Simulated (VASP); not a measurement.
```
AgI
1.0
    2.41797    -4.18805     0.00000
    2.41797     4.18805     0.00000
    0.00000     0.00000     7.91594
Ag I
2 2
Direct
  0.66667   0.33333   0.50017
  0.33333   0.66667   0.00017
  0.66667   0.33333   0.87483
  0.33333   0.66667   0.37483
```

These are vdW-DF2, VASP's PBE PAW potentials (set 64) (plane waves; VASP) values and carry that method's errors. Settings: 520 eV cut-off, 6×6×3 Γ-centred mesh, tetrahedra with Blöchl corrections, potentials Ag I.

The cores are frozen, which limits the accuracy of field gradients.

**Question.** Give the principal components of the electric field gradient (V/Å²) and the asymmetry η at each nucleus.

**Answer.** 
```tsv
atom	Vxx	Vyy	Vzz	η
Ag1	-0.1	-0.1	0.2	-
Ag2	-0.1	-0.1	0.2	-
I3	-1.6	-1.6	3.2	0.00
I4	-1.6	-1.6	3.2	0.00
```

The compound is AgI in the wurtzite structure. It was relaxed first, which changed the volume by +17 %.
